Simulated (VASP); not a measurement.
FAlSeH2, 5 atoms in the cell. The cell holds a molecule in a box, 5 atoms: a = 12.000 Å, b = 13.000 Å, c = 13.000 Å, α = 90.00°, β = 90.00°, γ = 90.00°. 

- Program: VASP 6.6.1
- Task: single point
- Functional: PBE0
- Dispersion: TS
- Potentials or basis: VASP PAW PBE potentials, release 64 (F, Al, Se, H)
- Cutoff: 520 eV
- k mesh: 1 × 1 × 1
- Occupations: gaussian, width 0.01 eV
- Spin: no spin polarisation
- Grid for exact exchange (PRECFOCK): Fast
- Exchange at q = 0: truncated
- Further INCAR settings: ALGO = Normal; EDIFF = 1e-06; NBANDS = 17

Potentials or basis: VASP PAW PBE potentials, release 64 (F, Al, Se, H).

Command:

```sh
$ cat potpaw_PBE.64/F/POTCAR potpaw_PBE.64/Al/POTCAR potpaw_PBE.64/Se/POTCAR potpaw_PBE.64/H/POTCAR > POTCAR
$ cp INCAR.step1 INCAR
$ mpirun -np 1 vasp_gam > vasp.out
$ cp INCAR.step2 INCAR
$ mpirun -np 1 vasp_gam > vasp.out
```

Hardware: 1 thread of Intel(R) Xeon(R) Platinum 8375C CPU @ 2.90GHz (Ice Lake) (shared host).

Question: Estimate the wall time of this run.

Answer: Run time: 6.3 min on 1 thread of Intel(R) Xeon(R) Platinum 8375C CPU @ 2.90GHz (Ice Lake), with other jobs on the host, peak memory 1.5 GiB. Counts: scf iterations 40, k points 1.
